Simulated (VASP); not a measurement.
Output of a VASP run:

File OSZICAR:
```
       N       E                     dE             d eps       ncg     rms          rms(c)
DAV:   1     0.951533785944E+01    0.95153E+01   -0.53828E+03   960   0.101E+03
DAV:   2    -0.182155380274E+02   -0.27731E+02   -0.27232E+02  1224   0.173E+02
DAV:   3    -0.184147243354E+02   -0.19919E+00   -0.19919E+00  1040   0.183E+01
DAV:   4    -0.184149087445E+02   -0.18441E-03   -0.18441E-03  1216   0.485E-01
DAV:   5    -0.184149088369E+02   -0.92419E-07   -0.92419E-07   984   0.757E-03    0.670E+00
DAV:   6    -0.175376560068E+02    0.87725E+00   -0.34323E+00  1136   0.136E+01    0.329E+00
DAV:   7    -0.174641381866E+02    0.73518E-01   -0.95043E-02  1160   0.301E+00    0.191E+00
DAV:   8    -0.174495041164E+02    0.14634E-01   -0.41650E-02  1024   0.187E+00    0.193E-01
DAV:   9    -0.174497197214E+02   -0.21560E-03   -0.56108E-04   920   0.257E-01    0.760E-02
DAV:  10    -0.174497948458E+02   -0.75124E-04   -0.13741E-04  1272   0.119E-01    0.155E-02
DAV:  11    -0.174497995534E+02   -0.47076E-05   -0.76091E-06  1024   0.271E-02    0.679E-03
DAV:  12    -0.174497995540E+02   -0.60334E-09   -0.12979E-06   472   0.964E-03
   1 F= -.17449800E+02 E0= -.17449800E+02  d E =-.270614E-17
```

OUTCAR:
```
------------------------ aborting loop because EDIFF is reached ----------------------------------------
  FORCE on cell =-STRESS in cart. coord.  units (eV):
  Direction    XX          YY          ZZ          XY          YZ          ZX
  --------------------------------------------------------------------------------------
  Total        0.2430004      0.2430004      0.2430004      0.0000000     -0.0000000      0.0000000
  in kB       32.9649659     32.9649659     32.9649659      0.0000000     -0.0000000      0.0000000
  external PRESSURE =      32.9649659 kB  Pullay stress =       0.0000000 kB
  volume of cell :       11.81
      direct lattice vectors                 reciprocal lattice vectors
     0.000000000  1.807500000  1.807500000    -0.276625173  0.276625173  0.276625173
     1.807500000  0.000000000  1.807500000     0.276625173 -0.276625173  0.276625173
     1.807500000  1.807500000  0.000000000     0.276625173  0.276625173 -0.276625173
  FREE ENERGIE OF THE ION-ELECTRON SYSTEM (eV)
  ---------------------------------------------------
  free  energy   TOTEN  =       -17.4497995540 eV

  energy  without entropy=      -17.4497995540  energy(sigma->0) =      -17.44979955
```
(Selected blocks of OUTCAR.)

File POSCAR:
```
BN
1
    0.0000000000     1.8075000000     1.8075000000
    1.8075000000     0.0000000000     1.8075000000
    1.8075000000     1.8075000000     0.0000000000
B N
1 1
Direct
  0.0000000000   0.0000000000   0.0000000000
  0.2500000000   0.2500000000   0.2500000000
```

### Question
Reconstruct the remaining input files.

### Answer
One answer among several that fit: the input of the run itself, PBE GGA, plane waves, VASP's PBE PAW potentials (set 64).

### KPOINTS
```
K-points
0
gamma
  11 11 11
```

INCAR:
```
ALGO=Normal   ! blocked Davidson
LWAVE=.FALSE.
PREC=Accurate
SIGMA=0.05   ! width (eV)
LASPH=.TRUE.   ! aspherical one-centre terms
NELM=100   ! most electronic steps
ISIF=2
GGA=PE
LREAL=.FALSE.   ! projection in real space or not
LCHARG=.FALSE.
ENCUT=520
EDIFF=1E-6
ISMEAR=0
SYSTEM=BN
```

POTCAR, in this order: B N (PBE.64 set). Program: vasp_std.

The compound is BN in the zinc blende structure. The cell was not relaxed at this level.
